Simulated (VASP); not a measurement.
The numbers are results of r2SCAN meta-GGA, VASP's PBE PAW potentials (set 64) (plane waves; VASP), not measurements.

VASP input:

File KPOINTS:
```
Automatic mesh
0
Gamma
15 15 15
0 0 0
```

File POSCAR:
```
Ir
1.0
  0.0000000000   1.9269650000   1.9269650000
  1.9269650000   0.0000000000   1.9269650000
  1.9269650000   1.9269650000   0.0000000000
Ir
1
Cart
  0.0000000000   0.0000000000   0.0000000000
```

### INCAR
```
! general
SYSTEM =Ir
PREC   =Accurate
ENCUT  =400
LREAL  =.False.
LASPH  =.True.

! electronic loop
EDIFF  =1E-6
NELM   =100
ALGO   =Normal
LMAXMIX=6
LMIXTAU=.True.

! smearing
ISMEAR =1
SIGMA  =0.1

! functional
METAGGA=R2SCAN

! ions
IBRION =2
NSW    =60
ISIF   =3
EDIFFG =-0.01

! output
LWAVE  =.False.
LCHARG =.False.
```

POTCAR, in this order: Ir (PBE.64 set). Program: vasp_std.

What VASP printed:

OUTCAR:
```
 ion  position               nearest neighbor table
   1  0.000  0.000  0.000-
  LATTYP: Found a face centered cubic cell.
 ALAT       =     3.8539300000
 Subroutine PRICEL returns:
 Original cell was already a primitive cell.
 Subroutine GETGRP returns: Found 48 space group operations
The static configuration has the point symmetry O_h .
The dynamic configuration has the point symmetry O_h .
 Subroutine INISYM returns: Found 48 space group operations
 Subroutine IBZKPT returns following result:
 Found    120 irreducible k-points:

 Following reciprocal coordinates:
            Coordinates               Weight
  0.000000  0.000000  0.000000      1.000000
  0.066667  0.000000  0.000000      8.000000
  0.133333  0.000000  0.000000      8.000000
  0.200000  0.000000  0.000000      8.000000
  0.266667  0.000000  0.000000      8.000000
  0.333333  0.000000  0.000000      8.000000
  0.400000  0.000000  0.000000      8.000000
  0.466667  0.000000  0.000000      8.000000
  0.066667  0.066667  0.000000      6.000000
  0.133333  0.066667  0.000000     24.000000
  0.200000  0.066667  0.000000     24.000000
  0.266667  0.066667  0.000000     24.000000
  0.333333  0.066667  0.000000     24.000000
  0.400000  0.066667  0.000000     24.000000
  0.466667  0.066667  0.000000     24.000000
 -0.466667  0.066667  0.000000     24.000000
 -0.400000  0.066667  0.000000     24.000000
 -0.333333  0.066667  0.000000     24.000000
 -0.266667  0.066667  0.000000     24.000000
 -0.200000  0.066667  0.000000     24.000000
 -0.133333  0.066667  0.000000     24.000000
 -0.066667  0.066667  0.000000     12.000000
  0.133333  0.133333  0.000000      6.000000
  0.200000  0.133333  0.000000     24.000000
  0.266667  0.133333  0.000000     24.000000
...
```

File OSZICAR:
```
       N       E                     dE             d eps       ncg     rms          rms(c)
DAV:   1    -0.120672720664E+02   -0.12067E+02   -0.39629E+03  2056   0.847E+02
DAV:   2    -0.541987505876E+02   -0.42131E+02   -0.39415E+02  1944   0.186E+02
DAV:   3    -0.547197341726E+02   -0.52098E+00   -0.52009E+00  2768   0.281E+01
DAV:   4    -0.547234928929E+02   -0.37587E-02   -0.37583E-02  2512   0.171E+00
DAV:   5    -0.547235147074E+02   -0.21815E-04   -0.21815E-04  2792   0.827E-02    0.153E+01
DAV:   6    -0.519183215244E+02    0.28052E+01   -0.26765E+00  2160   0.203E+01    0.507E+00
DAV:   7    -0.522398418182E+02   -0.32152E+00   -0.26553E-01  1936   0.535E+00    0.343E+00
DAV:   8    -0.520569403584E+02    0.18290E+00   -0.35073E-01  1952   0.453E+00    0.125E+00
DAV:   9    -0.523647630470E+02   -0.30782E+00   -0.10713E-01  1960   0.243E+00    0.338E-01
DAV:  10    -0.523720134900E+02   -0.72504E-02   -0.43280E-03  2272   0.588E-01    0.726E-02
DAV:  11    -0.523693064248E+02    0.27071E-02   -0.19801E-03  2144   0.476E-01    0.111E-01
DAV:  12    -0.523720840894E+02   -0.27777E-02   -0.13423E-03  2152   0.311E-01    0.143E-02
DAV:  13    -0.523723294825E+02   -0.24539E-03   -0.31679E-04  2448   0.146E-01    0.185E-02
DAV:  14    -0.523723320778E+02   -0.25952E-05   -0.36264E-06  2344   0.192E-02    0.128E-02
DAV:  15    -0.523723338141E+02   -0.17364E-05   -0.19072E-06  2200   0.162E-02    0.543E-03
DAV:  16    -0.523723343710E+02   -0.55687E-06   -0.64760E-07  1384   0.815E-03
   1 F= -.52372334E+02 E0= -.52372188E+02  d E =-.523723E+02
       N       E                     dE             d eps       ncg     rms          rms(c)
DAV:   1    -0.523737870710E+02   -0.14533E-02   -0.84614E-02  2064   0.477E+00    0.407E-01
DAV:   2    -0.523718785647E+02    0.19085E-02   -0.56146E-03  2104   0.932E-01    0.128E-01
DAV:   3    -0.523718083699E+02    0.70195E-04   -0.56646E-04  2208   0.349E-01    0.752E-02
DAV:   4    -0.523718775812E+02   -0.69211E-04   -0.38140E-05  2216   0.456E-02    0.509E-02
DAV:   5    -0.523718842235E+02   -0.66423E-05   -0.20877E-05  2720   0.349E-02    0.491E-03
DAV:   6    -0.523718898622E+02   -0.56387E-05   -0.27511E-06  1872   0.165E-02    0.117E-03
DAV:   7    -0.523718880446E+02    0.18176E-05   -0.33915E-07   976   0.789E-03    0.677E-04
DAV:   8    -0.523718883371E+02   -0.29257E-06   -0.56840E-08   984   0.252E-03
   2 F= -.52371888E+02 E0= -.52371743E+02  d E =0.446034E-03
       N       E                     dE             d eps       ncg     rms          rms(c)
DAV:   1    -0.523735710088E+02   -0.16830E-02   -0.52722E-02  2064   0.377E+00    0.313E-01
DAV:   2    -0.523723710051E+02    0.12000E-02   -0.35455E-03  2096   0.737E-01    0.104E-01
DAV:   3    -0.523723264404E+02    0.44565E-04   -0.35558E-04  2208   0.275E-01    0.625E-02
DAV:   4    -0.523723681322E+02   -0.41692E-04   -0.41050E-05  2120   0.468E-02    0.365E-02
DAV:   5    -0.523723680111E+02    0.12109E-06   -0.77979E-06  2744   0.275E-02
   3 F= -.52372368E+02 E0= -.52372222E+02  d E =-.336401E-04
```

**OUTCAR**
```
------------------------ aborting loop because EDIFF is reached ----------------------------------------
  FORCE on cell =-STRESS in cart. coord.  units (eV):
  Direction    XX          YY          ZZ          XY          YZ          ZX
  --------------------------------------------------------------------------------------
  Total        0.0046269      0.0046269      0.0046269     -0.0000000      0.0000000      0.0000000
  in kB        0.5187512      0.5187512      0.5187512     -0.0000000      0.0000000      0.0000000
  external PRESSURE =       0.5187512 kB  Pullay stress =       0.0000000 kB
  volume of cell :       14.29
      direct lattice vectors                 reciprocal lattice vectors
     0.000000000  1.926057767  1.926057767    -0.259597614  0.259597614  0.259597614
     1.926057767 -0.000000000  1.926057767     0.259597614 -0.259597614  0.259597614
     1.926057767  1.926057767  0.000000000     0.259597614  0.259597614 -0.259597614
 POSITION                                       TOTAL-FORCE (eV/Angst)
 -----------------------------------------------------------------------------------
      0.00000      0.00000      0.00000         0.000000     -0.000000     -0.000000
 -----------------------------------------------------------------------------------
    total drift:                                0.000000     -0.000000      0.000000
  FREE ENERGIE OF THE ION-ELECTRON SYSTEM (eV)
  ---------------------------------------------------
  free  energy   TOTEN  =       -52.3723680111 eV

  energy  without entropy=      -52.3719291918  energy(sigma->0) =      -52.37222174

 reached required accuracy - stopping structural energy minimisation
```
(Selected blocks of OUTCAR.)

CONTCAR:
```
Ir
   1.00000000000000
     0.0000000000000000    1.9260577671463155    1.9260577671463155
     1.9260577671463155   -0.0000000000000000    1.9260577671463155
     1.9260577671463155    1.9260577671463155    0.0000000000000000
  Ir
     1
Direct
     0.0000000000000000    0.0000000000000000    0.0000000000000000
```

The structure comes from a computed database's Ir entry (Fm-3m); how it stands against other phases isn't given here. This run relaxes it. Symmetry was kept, so distortions that lower it aren't found.
